**For ferromagnetic nickel, PBE is the best single choice among these five functionals: it comes closest to holding the crystal at its measured size, and it overstates the magnetic moment only moderately.** LDA gives the moment nearest to experiment but wants a cell about 2% too short in edge. r2SCAN does fairly well for the cell and worst for the moment. The most elaborate functional of the five therefore improves on PBE for neither property here.

VASP 6.6.1, plane-wave DFT with PAW potentials and collinear spins, for ferromagnetic fcc nickel in a fixed one-atom cell (conventional edge 3.52 Å). All runs use a 31 × 31 × 31 k mesh and first-order Methfessel–Paxton smearing of 0.1 eV, without spin-orbit coupling or a dispersion correction. Pressure is positive in compression. The rows are a selection: runs that failed or met a known fault of the program are left out, so the table does not show how reliably each functional runs.

| functional | potentials | wave cutoff | pressure (GPa) | cell moment (μB) |
| --- | --- | --- | --- | --- |
| LDA | VASP-PAW-LDA-potentials,-recommended | 300 eV | -17.690 | 0.590 |
| PBE | VASP-PAW-PBE-potentials,-recommended | 520 eV | -0.290 | 0.640 |
| PBEsol | VASP-PAW-PBE-potentials,-recommended | 300 eV | -10.370 | 0.640 |
| RPBE | VASP-PAW-PBE-potentials,-recommended | 520 eV | 5.440 | 0.650 |
| r2SCAN | VASP-PAW-PBE-potentials,-recommended | 520 eV | -6.830 | 0.740 |

### What the pressure says about the lattice

All five calculations use the same cell, whose edge of 3.52 Å is essentially the measured one at room temperature. The pressure then shows what each functional would do if the cell were released. A negative value means that the metal would shrink, a positive one that it would swell. In the table only RPBE would swell, PBE is almost in balance, and LDA pulls inward most strongly.

The error is easier to judge as a length than as a pressure. For a small change, the relative change of edge is $P/(3B)$, where $P$ is the pressure and $B$ the bulk modulus, the resistance to uniform compression. With a rough recalled $B$ of 190 GPa, one percent of edge corresponds to about 6 GPa. The step from LDA to PBE, 17.4 GPa, is thus a matter of percents and decides whether a calculated lattice is usable. Part of that step may come from the cutoff, 300 eV for LDA against 520 eV for PBE, because too few plane waves usually make the pressure look too negative. The shrinkage worked out below for LDA carries the same reservation.

LDA serves as a worked case. The simple formula gives a shrinkage of $17.7/(3\times190)$, or 3.1%, but a metal stiffens as it is compressed. The Murnaghan equation includes this through the rise of $B$ with pressure, $B'$, taken roughly as 5:

$$\frac{a_0}{a}=\left(\frac{B}{B-B'P}\right)^{1/(3B')}=\left(\frac{190}{190+5\times17.7}\right)^{1/15}\approx0.975$$

Here $a$ is the edge used, $B$ the bulk modulus at that edge, and $a_0$ the edge that LDA prefers. The shrinkage is about 2.5%, and its distance from the simple estimate is a fair warning against reading such numbers too finely.

Zero pressure is not quite the right target. Real atoms vibrate, and at room temperature their motion pushes the crystal outward by roughly 2 GPa, a contribution absent from these static calculations. A perfect functional should therefore show about −2 GPa in the measured cell. With this correction PBE gives an edge roughly 0.4% too long and r2SCAN one roughly 0.8% too short.

PBE keeps its lead under this correction, though by less than the raw pressures suggest. r2SCAN would draw level only if the vibrational push were about 3.6 GPa, halfway between the two static pressures with the sign reversed. The printed analysis after this text lists the estimate for each functional.

### Why the functionals pull differently

LDA treats each point of the electron density as if it belonged to a uniform electron gas. PBE, PBEsol and RPBE also use the density gradient, and their exchange energy becomes lower where the density is uneven. Stretching a crystal thins out the electrons between the atoms and makes the density more uneven. Gradient-dependent exchange thus rewards expansion, which is the standard explanation for the short lattices of LDA and the longer ones of PBE.

The simplest model makes the pressure shift from LDA proportional to $c$, the strength of the exchange correction for small gradients. This coefficient is zero in LDA, about 0.12 in PBEsol and about 0.22 in both PBE and RPBE. A straight line through the LDA and PBE pressures predicts −8.2 GPa for PBEsol, which took no part in fixing the line; the calculation gives −10.4 GPa. The model places PBEsol correctly between the two but overstates its shift from LDA by about 2 GPa.

At least two causes may contribute to that miss, and the table does not separate them. PBEsol also changes the correlation energy, which the line ignores. It was moreover run with the lower wave cutoff, as was LDA. If that made both pressures too negative by the same amount, about 4 GPa would be enough to account for the whole miss.

RPBE is the more instructive failure. It has the same $c$ as PBE, so the line predicts no difference at all, yet RPBE lies 5.7 GPa higher. The two also share their correlation energy, cutoff and potentials, so the step comes from the form of exchange beyond small gradients. There RPBE goes on rewarding unevenness where PBE begins to level off: its gradient term is only 3% larger at a reduced gradient of 0.5, but 21% larger at 1.5.

This gives a rule for guessing a related case. A functional that rewards density gradients more strongly should favour a longer lattice, and its behaviour at moderate gradients matters as well as its small-gradient limit. The same reasoning applies to copper, nickel's neighbour, where the filled d shell leaves no magnetic moment, so that only the lattice part of this comparison carries over.

### Why the moment follows another order

The cell moment is the surplus of one electron spin over the other, in Bohr magnetons. PBE, PBEsol and RPBE agree within 0.01, although their pressures span some 16 GPa. In this fixed cell, the changes that move the lattice so strongly among these three barely touch the magnetism. LDA lies 0.05 below PBE, and r2SCAN lies 0.10 above it.

The measured spin moment is roughly 0.57 Bohr magnetons, a recalled value. LDA exceeds it by only a few percent, PBE by about 12% and r2SCAN by about 30%. These calculations omit spin-orbit coupling and hence the small orbital moment, so the comparison must be made with the measured spin part and not with the total magnetisation.

The larger r2SCAN moment shows no sign of coming from a changed number of d electrons: the d charge in a sphere around the nucleus differs from that of PBE by only 0.003 electrons. Since the total number of electrons is fixed, the moment can grow only if electrons change spin. Each reversal alters it by two Bohr magnetons, so an increase of 0.10 requires about 0.05 electrons per atom. It does not come from a different lattice constant either, because the cell is the same.

In a metal such as nickel, the moment is a compromise. Aligning spins lowers the exchange energy, but it forces electrons into band states of higher energy. A functional that overstates the gain from alignment settles at too large a moment. This is a known weakness of r2SCAN and its parent SCAN in metallic ferromagnets, and the unchanged d charge fits that explanation without proving it.

### Choosing a level, and what it costs

If a lattice edge within about 1% is enough, PBE and r2SCAN both qualify by the estimate above, while LDA and RPBE do not. PBEsol misses narrowly, at 1.3%, and its lower cutoff leaves that verdict open. For a tolerance of a few tenths of a percent, the estimate is too coarse to approve any of them. The cell should then be relaxed with each candidate and the vibrations calculated properly.

If only the spin moment in the measured cell matters, LDA is the closest. That success belongs to a cell which LDA itself would not keep. Releasing it would bring the atoms together and broaden the d bands, which normally weakens magnetism, but the resulting moment was not calculated. PBE is the safer choice when structure and magnetism must come from the same calculation.

The cost depends on the cutoff as well as on the functional. The number of plane waves grows as the cutoff to the power 3/2, so 520 eV needs about 2.3 times as many as 300 eV, with at least a similar growth in the work for each electronic state. Density gradients add little to the cost of LDA. r2SCAN also needs the kinetic-energy density and often converges more slowly, an extra expense that brings no gain for nickel's moment.

The unequal cutoffs matter most for one comparison. r2SCAN lies 3.5 GPa above PBEsol, equivalent to about 0.5% of edge, and part of that gap may come from the smaller plane-wave set used for PBEsol. PBEsol, RPBE and r2SCAN also use potentials made for PBE, and the effect of this on their pressures was not tested. The practical rule is to start with PBE at the higher cutoff, and to repeat PBEsol there before ranking it against r2SCAN for the lattice.

Output of the analysis:

```
Rough outward pressure of lattice vibrations at 300 K in GPa: 2.28
Rough pressure that belongs to one percent of cell edge in GPa: 5.7
Rough change of cell edge each functional wants:
     row  static percent  pressure with vibrations GPa  with vibrations percent
     LDA          -2.516                        -15.41                   -2.244
     PBE        -0.05067                          1.99                   0.3592
  PBEsol          -1.596                         -8.09                   -1.278
    RPBE           1.035                          7.72                    1.526
  r2SCAN          -1.096                         -4.55                  -0.7511
Moment against the rough measured spin moment:
     row  excess muB  excess percent
     LDA        0.02           3.509
     PBE        0.07           12.28
  PBEsol        0.07           12.28
    RPBE        0.08           14.04
  r2SCAN        0.17           29.82
Pressure PBE less LDA in GPa: 17.4
Pressure PBEsol less LDA in GPa: 7.32
Pressure RPBE less PBE in GPa: 5.73
Pressure r2SCAN less PBE in GPa: -6.54
Pressure r2SCAN less PBEsol in GPa (unequal cutoffs): 3.54
PBEsol pressure from the gradient-coefficient line in GPa: -8.199
PBEsol miss, line less computed, in GPa: 2.171
RPBE miss, line less computed, in GPa: -5.73
Gradient part of exchange, RPBE over PBE, at s 0.5: 1.033
Gradient part of exchange, RPBE over PBE, at s 1.5: 1.207
Moment PBE less LDA in muB: 0.05
Moment r2SCAN less PBE in muB: 0.1
Sphere d charge r2SCAN less PBE in electrons: -0.003
Number of plane waves at 520 eV over 300 eV: 2.282
```
